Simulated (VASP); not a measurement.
Output of a VASP run:

File OUTCAR:
```
 ion  position               nearest neighbor table
   1  0.506  0.250  0.691-   8 2.31   6 2.37   6 2.37   7 2.43   7 2.43   5 2.47   4 2.73   4 2.73
                             2 2.78   2 2.78
   2  0.494  0.750  0.309-   7 2.31   5 2.37   5 2.37   8 2.43   8 2.43   6 2.47   3 2.73   3 2.73
                             1 2.78   1 2.78
   3  0.994  0.750  0.191-   6 2.31   8 2.37   8 2.37   5 2.43   5 2.43   7 2.47   2 2.73   2 2.73
                             4 2.78   4 2.78
   4  0.006  0.250  0.809-   5 2.31   7 2.37   7 2.37   6 2.43   6 2.43   8 2.47   1 2.73   1 2.73
                             3 2.78   3 2.78
   5  0.690  0.250  0.087-   4 2.31   2 2.37   2 2.37   3 2.43   3 2.43   1 2.47   6 2.82   6 2.82
  LATTYP: Found a simple orthorhombic cell.
 ALAT       =     3.4298690000
 B/A-ratio  =     1.5444143785
 C/A-ratio  =     1.6722297557
 Subroutine PRICEL returns:
 Original cell was already a primitive cell.
 Subroutine GETGRP returns: Found  8 space group operations
The static configuration has the point symmetry S_2 .
 The point group associated with its full space group is D_2h.
The dynamic configuration has the point symmetry S_2 .
 Subroutine INISYM returns: Found  8 space group operations
 Subroutine IBZKPT returns following result:
 Found     18 irreducible k-points:

 Following reciprocal coordinates:
            Coordinates               Weight
  0.000000  0.000000  0.000000      1.000000
  0.250000  0.000000  0.000000      2.000000
  0.500000  0.000000  0.000000      1.000000
  0.000000  0.200000  0.000000      2.000000
  0.250000  0.200000  0.000000      4.000000
  0.500000  0.200000  0.000000      2.000000
  0.000000  0.400000  0.000000      2.000000
  0.250000  0.400000  0.000000      4.000000
  0.500000  0.400000  0.000000      2.000000
  0.000000  0.000000  0.333333      2.000000
  0.250000  0.000000  0.333333      4.000000
  0.500000  0.000000  0.333333      2.000000
  0.000000  0.200000  0.333333      4.000000
  0.250000  0.200000  0.333333      8.000000
  0.500000  0.200000  0.333333      4.000000
  0.000000  0.400000  0.333333      4.000000
  0.250000  0.400000  0.333333      8.000000
  0.500000  0.400000  0.333333      4.000000
 Subroutine IBZKPT_HF returns following result:
   k-points           NKPTS =     18   k-points in BZ     NKDIM =     18   number of bands    NBANDS=     57
   number of dos      NEDOS =    301   number of ions     NIONS =      8
   total plane-waves  NPLWV =  19200
   dimension x,y,z NGX =    30 NGY =   20 NGZ =   32
   dimension x,y,z NGXF=    60 NGYF=   40 NGZF=   64
   ions per type =               4   4
   PREC   = accura    normal or accurate (medium, high low for compatibility)
   ISTART =      0    job   : 0-new  1-cont  2-samecut
   ICHARG =      2    charge: 1-file 2-atom 10-const
   ISPIN  =      1    spin polarized calculation?
   LNONCOLLINEAR =      F non collinear calculations
   LSORBIT =      F    spin-orbit coupling
   INIWAV =      1    electr: 0-lowe 1-rand  2-diag
   ENCUT  =  300.0 eV  22.05 Ry    4.70 a.u.   7.48  4.84  8.10*2*pi/ulx,y,z
   NELM   =    100;   NELMIN=  2; NELMDL= -5     # of ELM steps
   EDIFF  = 0.1E-07   stopping-criterion for ELM
   LREAL  =      F    real-space projection
   NLSPLINE    = F    spline interpolate recip. space projectors
   LMAXMIX     =    4 max onsite mixed and CHGCAR
   VOSKOWN=      0    Vosko Wilk Nusair interpolation
   EDIFFG = 0.1E-06   stopping-criterion for IOM
   NSW    =      1    number of steps for IOM
   NBLOCK =      1;   KBLOCK =      1    inner block; outer block
   IBRION =      8    ionic relax: 0-MD 1-quasi-New 2-CG
   NFREE  =      0    steps in history (QN), initial steepest desc. (CG)
   ISIF   =      2    stress and relaxation
   ISYM   =      2    0-nonsym 1-usesym 2-fastsym
   TEIN   =    0.0    initial temperature
   TEBEG  =    0.0;   TEEND  =   0.0 temperature during run
   SMASS  =  -3.00    Nose mass-parameter (am)
   PSTRESS=    0.0 pullay stress
   NELECT =      96.0000    total number of electrons
   EFERMI =   0.00;   METHOD = LEGACY
   ISMEAR =    -1;   SIGMA  =   0.05  broadening in eV -4-tet -1-fermi 0-gaus
   IALGO  =     38    algorithm
...
```

File OSZICAR:
```
...
  Degree of freedom:   5/  6
       N       E                     dE             d eps       ncg     rms          rms(c)
RMM:   1    -0.184153324682E+00   -0.18415E+00    0.70595E+00  4155   0.372E+01
RMM:   2    -0.191178806448E+00   -0.70255E-02   -0.17217E-02  6341   0.808E-01    0.754E-02
RMM:   3    -0.191420413882E+00   -0.24161E-03   -0.10094E-03  6017   0.189E-01    0.468E-02
RMM:   4    -0.191538317542E+00   -0.11790E-03   -0.12410E-04  6734   0.631E-02    0.744E-03
RMM:   5    -0.191543725391E+00   -0.54078E-05   -0.15863E-05  6433   0.197E-02    0.510E-03
RMM:   6    -0.191545898521E+00   -0.21731E-05   -0.84501E-06  6805   0.104E-02    0.589E-03
RMM:   7    -0.191550341994E+00   -0.44435E-05   -0.28069E-06  6896   0.557E-03    0.170E-03
RMM:   8    -0.191551470981E+00   -0.11290E-05    0.25413E-07  6836   0.258E-03    0.841E-04
RMM:   9    -0.191554048555E+00   -0.25776E-05   -0.52846E-07  7003   0.120E-03    0.881E-04
RMM:  10    -0.191556168413E+00   -0.21199E-05   -0.13543E-06  6873   0.795E-04    0.261E-04
RMM:  11    -0.191557709833E+00   -0.15414E-05   -0.59418E-07  6974   0.386E-04    0.127E-04
RMM:  12    -0.191557840296E+00   -0.13046E-06   -0.46293E-07  6806   0.214E-04    0.749E-05
RMM:  13    -0.191558064359E+00   -0.22406E-06   -0.31055E-07  6937   0.126E-04    0.128E-05
RMM:  14    -0.191558086733E+00   -0.22374E-07   -0.24322E-07  7000   0.857E-05    0.457E-06
RMM:  15    -0.191558104584E+00   -0.17851E-07   -0.20069E-07  7514   0.645E-05    0.173E-06
RMM:  16    -0.191558114024E+00   -0.94403E-08   -0.14562E-07  6473   0.549E-05    0.103E-06
RMM:  17    -0.191558123698E+00   -0.96732E-08   -0.10676E-07  6757   0.497E-05    0.326E-07
RMM:  18    -0.191558125780E+00   -0.20828E-08   -0.76987E-08  6453   0.459E-05    0.216E-07
 Linear response progress:
  Degree of freedom:   6/  6
       N       E                     dE             d eps       ncg     rms          rms(c)
RMM:   1    -0.194217568384E+00   -0.19422E+00    0.72339E+00  2815   0.376E+01
RMM:   2    -0.200959483034E+00   -0.67419E-02   -0.21801E-02  4373   0.933E-01    0.978E-02
RMM:   3    -0.201037267774E+00   -0.77785E-04   -0.17096E-03  4004   0.252E-01    0.132E-01
RMM:   4    -0.200946038925E+00    0.91229E-04   -0.42425E-04  4522   0.129E-01    0.590E-02
RMM:   5    -0.200987262017E+00   -0.41223E-04   -0.62693E-05  4218   0.418E-02    0.175E-02
RMM:   6    -0.200984528848E+00    0.27332E-05    0.36726E-05  4556   0.317E-02    0.229E-02
RMM:   7    -0.200985542529E+00   -0.10137E-05    0.45788E-06  4306   0.182E-02    0.930E-03
RMM:   8    -0.200984270574E+00    0.12720E-05    0.48345E-06  4376   0.914E-03    0.263E-03
RMM:   9    -0.200987777611E+00   -0.35070E-05   -0.77918E-06  4714   0.281E-03    0.825E-04
RMM:  10    -0.200987720497E+00    0.57114E-07    0.41169E-06  4504   0.152E-03    0.133E-03
RMM:  11    -0.200989077089E+00   -0.13566E-05   -0.13367E-06  4671   0.986E-04    0.249E-04
RMM:  12    -0.200989920304E+00   -0.84322E-06   -0.14144E-06  4791   0.304E-04    0.584E-05
RMM:  13    -0.200989881813E+00    0.38491E-07   -0.41262E-07  4354   0.140E-04    0.208E-05
RMM:  14    -0.200989828083E+00    0.53731E-07   -0.52144E-08  4937   0.758E-05    0.663E-06
RMM:  15    -0.200989804353E+00    0.23730E-07   -0.49511E-08  4622   0.538E-05    0.244E-06
RMM:  16    -0.200989803909E+00    0.44359E-09   -0.44369E-08  5070   0.431E-05    0.102E-06
 Linear response finished
```

**OUTCAR**
```
------------------------ aborting loop because EDIFF is reached ----------------------------------------

   1 f  =    8.859456 THz    55.665604 2PiTHz  295.519641 cm-1    36.639749 meV
             X         Y         Z           dx          dy          dz
      2.677916  0.857467  3.961702     0.371633   -0.000000    0.115200
      2.619223  2.572402  1.773827    -0.371633    0.000000   -0.115200
      5.267793  2.572402  1.093937     0.371633    0.000000   -0.115200
      0.029346  0.857467  4.641592    -0.371633   -0.000000    0.115200
      3.653225  0.857467  0.498876     0.173859   -0.000000   -0.261517
      1.643914  2.572402  5.236653    -0.173859   -0.000000    0.261517
      4.292484  2.572402  3.366641     0.173859    0.000000    0.261517
      1.004655  0.857467  2.368888    -0.173859   -0.000000   -0.261517

   2 f  =    8.826027 THz    55.455561 2PiTHz  294.404562 cm-1    36.501497 meV
             X         Y         Z           dx          dy          dz
      2.677916  0.857467  3.961702    -0.284930   -0.000000   -0.241826
      2.619223  2.572402  1.773827    -0.284930   -0.000000   -0.241826
      5.267793  2.572402  1.093937     0.284930   -0.000000   -0.241826
      0.029346  0.857467  4.641592     0.284930   -0.000000   -0.241826
      3.653225  0.857467  0.498876    -0.251105    0.000000    0.217442
      1.643914  2.572402  5.236653    -0.251105   -0.000000    0.217442
      4.292484  2.572402  3.366641     0.251105    0.000000    0.217442
      1.004655  0.857467  2.368888     0.251105    0.000000    0.217442

   3 f  =    8.409566 THz    52.838860 2PiTHz  280.512918 cm-1    34.779154 meV
             X         Y         Z           dx          dy          dz
      2.677916  0.857467  3.961702     0.003814   -0.000000    0.377062
      2.619223  2.572402  1.773827    -0.003814    0.000000   -0.377062
      5.267793  2.572402  1.093937    -0.003814    0.000000    0.377062
      0.029346  0.857467  4.641592     0.003814   -0.000000   -0.377062
      3.653225  0.857467  0.498876    -0.302039   -0.000000    0.128771
      1.643914  2.572402  5.236653     0.302039    0.000000   -0.128771
      4.292484  2.572402  3.366641     0.302039    0.000000    0.128771
      1.004655  0.857467  2.368888    -0.302039   -0.000000   -0.128771

   4 f  =    8.309362 THz    52.209260 2PiTHz  277.170476 cm-1    34.364744 meV
             X         Y         Z           dx          dy          dz
      2.677916  0.857467  3.961702     0.311872   -0.000000    0.018480
      2.619223  2.572402  1.773827     0.311872    0.000000    0.018480
      5.267793  2.572402  1.093937     0.311872    0.000000   -0.018480
      0.029346  0.857467  4.641592     0.311872   -0.000000   -0.018480
      3.653225  0.857467  0.498876    -0.278523   -0.000000    0.273531
      1.643914  2.572402  5.236653    -0.278523    0.000000    0.273531
      4.292484  2.572402  3.366641    -0.278523    0.000000   -0.273531
      1.004655  0.857467  2.368888    -0.278523   -0.000000   -0.273531

   5 f  =    7.923265 THz    49.783344 2PiTHz  264.291681 cm-1    32.767977 meV
             X         Y         Z           dx          dy          dz
      2.677916  0.857467  3.961702    -0.000000   -0.373721   -0.000000
      2.619223  2.572402  1.773827    -0.000000    0.373721   -0.000000
      5.267793  2.572402  1.093937    -0.000000    0.373721   -0.000000
      0.029346  0.857467  4.641592    -0.000000   -0.373721    0.000000
      3.653225  0.857467  0.498876     0.000000   -0.332163   -0.000000
      1.643914  2.572402  5.236653    -0.000000    0.332163   -0.000000
      4.292484  2.572402  3.366641    -0.000000    0.332163    0.000000
      1.004655  0.857467  2.368888     0.000000   -0.332163    0.000000

   6 f  =    7.531646 THz    47.322729 2PiTHz  251.228679 cm-1    31.148372 meV
             X         Y         Z           dx          dy          dz
      2.677916  0.857467  3.961702    -0.000000   -0.371850    0.000000
      2.619223  2.572402  1.773827     0.000000   -0.371850   -0.000000
      5.267793  2.572402  1.093937     0.000000   -0.371850   -0.000000
      0.029346  0.857467  4.641592     0.000000   -0.371850    0.000000
      3.653225  0.857467  0.498876    -0.000000    0.334257   -0.000000
      1.643914  2.572402  5.236653    -0.000000    0.334257   -0.000000
      4.292484  2.572402  3.366641    -0.000000    0.334257   -0.000000
      1.004655  0.857467  2.368888    -0.000000    0.334257   -0.000000

   7 f  =    7.129909 THz    44.798537 2PiTHz  237.828151 cm-1    29.486919 meV
             X         Y         Z           dx          dy          dz
...
```
(Selected blocks of OUTCAR.)

File POSCAR:
```
NiGe
1
    5.2971390000     0.0000000000     0.0000000000
    0.0000000000     3.4298690000     0.0000000000
    0.0000000000     0.0000000000     5.7355290000
Ni Ge
4 4
Direct
  0.5055400000   0.2500000000   0.6907300000
  0.4944600000   0.7500000000   0.3092700000
  0.9944600000   0.7500000000   0.1907300000
  0.0055400000   0.2500000000   0.8092700000
  0.6896600000   0.2500000000   0.0869800000
  0.3103400000   0.7500000000   0.9130200000
  0.8103400000   0.7500000000   0.5869800000
  0.1896600000   0.2500000000   0.4130200000
```

**Question.** Reconstruct the remaining input files.

**Answer.** One answer among several that fit: the input of the run itself, PBE GGA, plane waves, VASP's PBE PAW potentials (set 64).

### KPOINTS
```
Automatic mesh
0
Gamma
4 5 3
0 0 0
```

**INCAR**
```
SYSTEM=NiGe
PREC=Accurate; ENCUT=300; LREAL=.False.
LASPH=.True.
EDIFF=1E-8; NELM=100; ALGO=Normal
LMAXMIX=4
ISMEAR=-1; SIGMA=0.05
GGA=PE
IBRION=8; NSW=1; ISIF=2
LWAVE=.False.; LCHARG=.False.
LEPSILON=.False.
```

POTCAR, in this order: Ni Ge_d (PBE.64 set). Program: vasp_std.

At this cut-off the stress carries a Pulay error, which pulls relaxed volumes low.

The structure comes from a computed database's NiGe entry; how it stands against other phases isn't given here. The cell was not relaxed at this level. The k-mesh is coarse (spacing up to 0.37 per Å, 2π included), so the numbers may not be converged in it. The run is one of a series of settings (EDIFF = 1E-8, IBRION = 8, LEPSILON = .FALSE., NSW = 1 against the base run), some of them coarse on purpose. The run is not spin-polarised, so no magnetic state was tried.
